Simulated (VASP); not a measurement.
Output of a VASP run:

File OUTCAR:
```
 ion  position               nearest neighbor table
   1  0.750  0.000  0.793-   4 3.40   4 3.40   3 3.44   3 3.44   3 3.44   3 3.44   4 3.53   4 3.53
  LATTYP: Found a simple orthorhombic cell.
 ALAT       =     3.8014600000
 B/A-ratio  =     1.4771877121
 C/A-ratio  =     1.5228385936
 Subroutine PRICEL returns:
 Original cell was already a primitive cell.
 Subroutine GETGRP returns: Found  8 space group operations
The static configuration has the point symmetry C_2h.
 The point group associated with its full space group is D_2h.
The dynamic configuration has the point symmetry C_2h.
 Subroutine INISYM returns: Found  8 space group operations
 Subroutine IBZKPT returns following result:
 Found     45 irreducible k-points:

 Following reciprocal coordinates:
            Coordinates               Weight
  0.000000  0.000000  0.000000      1.000000
  0.200000  0.000000  0.000000      2.000000
  0.400000  0.000000  0.000000      2.000000
  0.000000  0.125000  0.000000      2.000000
  0.200000  0.125000  0.000000      4.000000
  0.400000  0.125000  0.000000      4.000000
  0.000000  0.250000  0.000000      2.000000
  0.200000  0.250000  0.000000      4.000000
  0.400000  0.250000  0.000000      4.000000
  0.000000  0.375000  0.000000      2.000000
  0.200000  0.375000  0.000000      4.000000
  0.400000  0.375000  0.000000      4.000000
  0.000000  0.500000  0.000000      1.000000
  0.200000  0.500000  0.000000      2.000000
  0.400000  0.500000  0.000000      2.000000
  0.000000  0.000000  0.200000      2.000000
  0.200000  0.000000  0.200000      4.000000
  0.400000  0.000000  0.200000      4.000000
  0.000000  0.125000  0.200000      4.000000
  0.200000  0.125000  0.200000      8.000000
  0.400000  0.125000  0.200000      8.000000
  0.000000  0.250000  0.200000      4.000000
  0.200000  0.250000  0.200000      8.000000
  0.400000  0.250000  0.200000      8.000000
  0.000000  0.375000  0.200000      4.000000
  0.200000  0.375000  0.200000      8.000000
  0.400000  0.375000  0.200000      8.000000
  0.000000  0.500000  0.200000      2.000000
  0.200000  0.500000  0.200000      4.000000
  0.400000  0.500000  0.200000      4.000000
  0.000000  0.000000  0.400000      2.000000
  0.200000  0.000000  0.400000      4.000000
  0.400000  0.000000  0.400000      4.000000
  0.000000  0.125000  0.400000      4.000000
  0.200000  0.125000  0.400000      8.000000
  0.400000  0.125000  0.400000      8.000000
  0.000000  0.250000  0.400000      4.000000
  0.200000  0.250000  0.400000      8.000000
  0.400000  0.250000  0.400000      8.000000
  0.000000  0.375000  0.400000      4.000000
   k-points           NKPTS =     45   k-points in BZ     NKDIM =     45   number of bands    NBANDS=     17
   number of dos      NEDOS =    301   number of ions     NIONS =      4
   total plane-waves  NPLWV =  27648
   dimension x,y,z NGX =    32 NGY =   24 NGZ =   36
   dimension x,y,z NGXF=    64 NGYF=   48 NGZF=   72
   ions per type =               2   2
   PREC   = accura    normal or accurate (medium, high low for compatibility)
   ISTART =      0    job   : 0-new  1-cont  2-samecut
   ICHARG =      2    charge: 1-file 2-atom 10-const
   ISPIN  =      1    spin polarized calculation?
   LNONCOLLINEAR =      F non collinear calculations
   LSORBIT =      F    spin-orbit coupling
   INIWAV =      1    electr: 0-lowe 1-rand  2-diag
   ENCUT  =  300.0 eV  22.05 Ry    4.70 a.u.   7.93  5.37  8.18*2*pi/ulx,y,z
   NELM   =    100;   NELMIN=  2; NELMDL= -5     # of ELM steps
   EDIFF  = 0.1E-05   stopping-criterion for ELM
   LREAL  =      F    real-space projection
   NLSPLINE    = F    spline interpolate recip. space projectors
   LMAXMIX     =    6 max onsite mixed and CHGCAR
   VOSKOWN=      0    Vosko Wilk Nusair interpolation
   EDIFFG = 0.1E-04   stopping-criterion for IOM
   NSW    =      0    number of steps for IOM
...
```

### OSZICAR
```
       N       E                     dE             d eps       ncg     rms          rms(c)
DAV:   1     0.249263933056E+03    0.24926E+03   -0.68211E+03  1530   0.117E+03
DAV:   2     0.338925123470E+02   -0.21537E+03   -0.21335E+03  2338   0.322E+02
DAV:   3    -0.103603561189E+02   -0.44253E+02   -0.43617E+02  2615   0.156E+02
DAV:   4    -0.142450768577E+02   -0.38847E+01   -0.37828E+01  3055   0.463E+01
DAV:   5    -0.145941123734E+02   -0.34904E+00   -0.34470E+00  2484   0.130E+01    0.326E+00
DAV:   6    -0.144970490643E+02    0.97063E-01   -0.92416E-01  3060   0.655E+00    0.172E+00
DAV:   7    -0.144569440104E+02    0.40105E-01   -0.11681E-01  2732   0.221E+00    0.654E-01
DAV:   8    -0.144498828753E+02    0.70611E-02   -0.10867E-02  3060   0.871E-01    0.946E-02
DAV:   9    -0.144496551710E+02    0.22770E-03   -0.75872E-04  3044   0.213E-01    0.412E-02
DAV:  10    -0.144496265308E+02    0.28640E-04   -0.13083E-04  3020   0.779E-02    0.119E-02
DAV:  11    -0.144496277370E+02   -0.12062E-05   -0.21107E-05  3052   0.386E-02    0.441E-03
DAV:  12    -0.144496281996E+02   -0.46254E-06   -0.19522E-06  1980   0.104E-02
   1 F= -.14449628E+02 E0= -.14446449E+02  d E =-.635898E-02
```

File OUTCAR:
```
------------------------ aborting loop because EDIFF is reached ----------------------------------------
  FORCE on cell =-STRESS in cart. coord.  units (eV):
  Direction    XX          YY          ZZ          XY          YZ          ZX
  --------------------------------------------------------------------------------------
  Total       -1.1244187     -1.3146038     -1.1742611      0.0000000      0.0000000      0.0000000
  in kB      -14.5779948    -17.0437293    -15.2241985      0.0000000      0.0000000      0.0000000
  external PRESSURE =     -15.6153076 kB  Pullay stress =       0.0000000 kB
  volume of cell :      123.58
      direct lattice vectors                 reciprocal lattice vectors
     5.615470000  0.000000000  0.000000000     0.178079484  0.000000000  0.000000000
     0.000000000  3.801460000  0.000000000     0.000000000  0.263056826  0.000000000
     0.000000000  0.000000000  5.789010000     0.000000000  0.000000000  0.172741108
 POSITION                                       TOTAL-FORCE (eV/Angst)
 -----------------------------------------------------------------------------------
      4.21160      0.00000      4.59126         0.000000     -0.000000     -0.077330
      1.40387      0.00000      1.19775        -0.000000     -0.000000      0.077330
      1.40387      1.90073      4.01317         0.000000     -0.000000      0.066027
      4.21160      1.90073      1.77584         0.000000      0.000000     -0.066027
 -----------------------------------------------------------------------------------
    total drift:                                0.000000      0.000000      0.000000
  FREE ENERGIE OF THE ION-ELECTRON SYSTEM (eV)
  ---------------------------------------------------
  free  energy   TOTEN  =       -14.4496281996 eV

  energy  without entropy=      -14.4432692240  energy(sigma->0) =      -14.44644871
```
(Selected blocks of OUTCAR.)

**POSCAR**
```
LaMg
1
    5.6154700000     0.0000000000     0.0000000000
    0.0000000000     3.8014600000     0.0000000000
    0.0000000000     0.0000000000     5.7890100000
La Mg
2 2
Direct
  0.7500000000   0.0000000000   0.7931000000
  0.2500000000   0.0000000000   0.2069000000
  0.2500000000   0.5000000000   0.6932400000
  0.7500000000   0.5000000000   0.3067600000
```

Problem. Reconstruct the remaining input files.

Solution. Several could match; the one computed here: the input of the run itself, PBEsol GGA, plane waves, VASP's PBE PAW potentials (set 64).

### INCAR
```
! general
SYSTEM =LaMg
PREC   =Accurate
ENCUT  =300
LREAL  =.FALSE.
LASPH  =.TRUE.

! electronic loop
EDIFF  =1E-6
NELM   =100
ALGO   =Normal
LMAXMIX=6

! smearing
ISMEAR =0
SIGMA  =0.05

! functional
GGA    =PS

! ions
ISIF   =2

! output
LWAVE  =.FALSE.
LCHARG =.FALSE.
```

### KPOINTS
```
K-points
0
G
  5 8 5
```

POTCAR, in this order: La Mg (PBE.64 set). Program: vasp_std.

At this cut-off the stress carries a Pulay error, which pulls relaxed volumes low.

The structure comes from a computed database's LaMg entry (Pmma); how it stands against other phases isn't given here. The cell was not relaxed at this level. The run is one of a series of settings (GGA = PS, POTCAR La Mg (PBE.64 set) against the base run), some of them coarse on purpose.
